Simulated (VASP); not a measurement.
Energy against volume of ZnSe (zinc blende). Computed with rev-vdW-DF2, VASP's PBE PAW potentials (set 64) (plane waves; VASP). Settings: 520 eV cut-off, 8×8×8 Γ-centred mesh, Gaussian smearing of 0.050 eV, potentials Zn Se.

```json
[
 {"V (Å³/atom)": "22.468", "E (eV/atom)": "-0.93518"},
 {"V (Å³/atom)": "23.163", "E (eV/atom)": "-0.93928"},
 {"V (Å³/atom)": "23.858", "E (eV/atom)": "-0.93558"},
 {"V (Å³/atom)": "24.553", "E (eV/atom)": "-0.92531"}
]
```

Question: Fit these four points and predict the energy of the run at 21.773 Å³/atom.

Answer: A cubic in V^(−2/3), the third-order Birch-Murnaghan form, passes through the four points with V0 = 23.16 Å³/atom and B0 = 60 GPa, and gives -0.9218 eV/atom there. The run gave -0.9219 eV/atom, -0.1 meV/atom from the fit; all five points give B0 = 60 GPa.

The compound is ZnSe in the zinc blende structure. It was relaxed first.
